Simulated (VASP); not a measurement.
Input:

```
CELL_PARAMETERS angstrom
      1.79500    -3.10903     0.00000
      1.79500     3.10903     0.00000
      0.00000     0.00000     5.65000
ATOMIC_POSITIONS crystal
  Dy 0.33333 0.66667 0.25000
  Dy 0.66667 0.33333 0.75000
```

Method: PBE GGA, VASP's PBE PAW potentials (set 64) (plane waves; VASP). Run with 400 eV cut-off, 11×11×6 Γ-centred mesh, first-order Methfessel-Paxton smearing of 0.10 eV, potentials Dy_3.

The 4f electrons are frozen in the core of the lanthanide potential, so 4f levels, which can set the real gap, and their magnetism are missing.

Problem. The ions, cell shape and volume are relaxed. What does this cell relax into?

Solution. 
```
CELL_PARAMETERS angstrom
      1.81494    -3.14356     0.00000
      1.81494     3.14356     0.00000
      0.00000     0.00000     5.59080
ATOMIC_POSITIONS crystal
  Dy 0.33333 0.66667 0.25000
  Dy 0.66667 0.33333 0.75000
```
Space group P6_3/mmc (194), at a tolerance of 0.03 Å.

Problem. How do energy and volume change from the first to the last step?

Solution. The energy (σ→0) changes by -2.5 meV/atom and the volume by +1.2 %, in 7 ionic steps.

| step | E(σ→0) (eV) | max force (eV/Å) | pressure (GPa) | volume (Å³) |
|---|---|---|---|---|
| 1 | -9.0711 | 0.000 | 0.46 | 63.06 |
| 2 | -9.0744 | 0.000 | -0.05 | 63.89 |
| 3 | -9.0748 | 0.000 | -0.25 | 64.20 |
| 4 | -9.0760 | 0.000 | -0.11 | 63.99 |
| 5 | -9.0761 | 0.000 | -0.08 | 63.95 |
| 6 | -9.0761 | 0.000 | -0.08 | 63.94 |
| 7 | -9.0761 | 0.000 | 0.02 | 63.80 |

The compound is Dy in the hcp structure. This run relaxes it. Symmetry was kept, so distortions that lower it aren't found.
